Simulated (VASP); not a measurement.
```
CuI
1.0
    0.00000     3.02500     3.02500
    3.02500     0.00000     3.02500
    3.02500     3.02500     0.00000
Cu I
1 1
Cartesian
  0.00000   0.00000   0.00000
  1.51250   1.51250   1.51250
```

All values below come from LDA (Ceperley-Alder, Perdew-Zunger), VASP's LDA PAW potentials (set 64) (plane waves; VASP). Numerical set-up: 300 eV cut-off, 8×8×8 Γ-centred mesh, Fermi-Dirac smearing of 0.020 eV, potentials Cu I.

Unless said otherwise, spin-orbit coupling is left out, though it shifts the bands of the heavy elements here.

### Question
Give the energies of bands 2 to 12 at the high-symmetry points, in eV from the valence-band maximum.

### Answer

```
band      Γ      X      U      L      W
----  -----  -----  -----  -----  -----
2     -3.65  -5.58  -5.27  -5.60  -5.10
3     -3.65  -3.73  -4.39  -3.62  -4.53
4     -3.65  -3.73  -3.68  -3.62  -3.82
5     -1.95  -1.97  -2.07  -1.92  -2.01
6     -1.95  -1.88  -1.92  -1.92  -1.99
7      0.00  -1.86  -1.80  -1.87  -1.86
8      0.00  -1.57  -1.59  -0.73  -1.69
9      0.00  -1.57  -1.30  -0.73  -1.33
10     1.01   2.61   3.02   2.07   4.50
11     4.86   2.85   4.59   5.39   4.59
12     4.86   9.08   7.45   5.39   5.96
```

The gap is direct, 1.01 eV, from the valence maximum at Γ to the conduction minimum at Γ.

The structure is a typed CuI crystal (F-43m). The cell was not relaxed at this level.
